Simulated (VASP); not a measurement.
Input for VASP

**KPOINTS**
```
Automatic mesh
0
Gamma
11 11 6
0 0 0
```

### POSCAR
```
Re
1
    1.3799811334    -2.3902285336     0.0000000000
    1.3799922018     2.3901833895     0.0000000000
    0.0000000000     0.0000000000     4.4600141284
Re
2
Direct
  0.3333330000   0.6666670000   0.2500000000
  0.6666670000   0.3333330000   0.7500000000
```

INCAR:
```
SYSTEM = Re
PREC = Accurate
ENCUT = 400
EDIFF = 1E-6
NELM = 100
ALGO = Normal
LREAL = .FALSE.
LASPH = .TRUE.
ISMEAR = 1
SIGMA = 0.1
GGA = PE
LMAXMIX = 6
LWAVE = .FALSE.
LCHARG = .FALSE.
ISIF = 2
```

POTCAR, in this order: Re (PBE.64 set). Program: vasp_std.

### Question
One choice in this input is risky. Which, and does it do harm here?

### Answer
The risk: the lattice vectors carry noise near SYMPREC. Here it does no harm: the run (PBE GGA, plane waves, VASP's PBE PAW potentials (set 64)) converges to the same energy and pressure as with the safe setting.
OSZICAR:
```
       N       E                     dE             d eps       ncg     rms          rms(c)
DAV:   1     0.186477105232E+02    0.18648E+02   -0.62085E+03  2711   0.141E+03
DAV:   2    -0.221540867790E+02   -0.40802E+02   -0.35308E+02  2400   0.334E+02
DAV:   3    -0.260252994397E+02   -0.38712E+01   -0.31353E+01  2595   0.149E+02
DAV:   4    -0.262320999282E+02   -0.20680E+00   -0.18977E+00  2477   0.183E+01
DAV:   5    -0.262400272168E+02   -0.79273E-02   -0.77557E-02  2514   0.221E+00    0.429E+01
DAV:   6    -0.252054781462E+02    0.10345E+01   -0.99299E-01  2576   0.310E+01    0.176E+01
DAV:   7    -0.248490993182E+02    0.35638E+00   -0.73662E-01  2687   0.255E+01    0.702E-01
DAV:   8    -0.248380845518E+02    0.11015E-01   -0.82368E-03  2639   0.840E-01    0.178E-01
DAV:   9    -0.248367992721E+02    0.12853E-02   -0.11656E-03  2716   0.453E-01    0.329E-02
DAV:  10    -0.248368226974E+02   -0.23425E-04   -0.40098E-05  2199   0.547E-02    0.803E-03
DAV:  11    -0.248368226001E+02    0.97293E-07   -0.43817E-07  1360   0.190E-02
   1 F= -.24836823E+02 E0= -.24837306E+02  d E =0.145052E-02
```

The compound is Re in the hcp structure. The cell was not relaxed at this level.
